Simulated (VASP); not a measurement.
An input for Ansatz (written as the equivalent of a VASP run, and not itself run):

Ansatz 0.2 input:
```yaml
crystal:
  lattice:
    - [0.0000000, 3.2079000, 3.2079000]
    - [3.2079000, 0.0000000, 3.2079000]
    - [3.2079000, 3.2079000, 0.0000000]
  atoms:
    - { symbol: K, position: [0.0000000, 0.0000000, 0.0000000] }
    - { symbol: Cl, position: [0.5000000, 0.5000000, 0.5000000] }
kpoints:
  mp_grid: { grid: [6, 6, 6] }
hamiltonian:
  xc: pbe
  pseudopotentials: { kind: paw }
scf:
  occupations: { method: gaussian, width: 0.05 }
  max_iter: 100
output: { forces: true, stress: true, eigenvalues: true }
```

Question: Translate this input to VASP (INCAR, KPOINTS, POSCAR, choice of POTCAR).

Answer: This is not unique; one that fits is 
**POSCAR**
```
KCl
1
    0.0000000000     3.2079000000     3.2079000000
    3.2079000000     0.0000000000     3.2079000000
    3.2079000000     3.2079000000     0.0000000000
K Cl
1 1
Direct
  0.0000000000   0.0000000000   0.0000000000
  0.5000000000   0.5000000000   0.5000000000
```

### INCAR
```
SYSTEM = KCl
PREC = Accurate; ENCUT = 400; LREAL = .FALSE.
LASPH = .TRUE.
EDIFF = 1E-6; NELM = 100; ALGO = Normal
ISMEAR = 0; SIGMA = 0.05
GGA = PE
ISIF = 2
LWAVE = .FALSE.; LCHARG = .FALSE.
```

**KPOINTS**
```
Automatic mesh
0
Gamma
6 6 6
0 0 0
```

POTCAR, in this order: K_sv Cl (PBE.64 set). Program: vasp_std.

Limits of the translation: each code has its own PAW files, so the cut-off isn't converted (ENCUT is set for VASP's; basis.ecutwfc is left out, and Ansatz then takes the one that its files recommend); Ansatz stops its SCF on the density residual and VASP on the energy change (EDIFF).

The compound is KCl in the rock salt structure. The cell was not relaxed at this level.
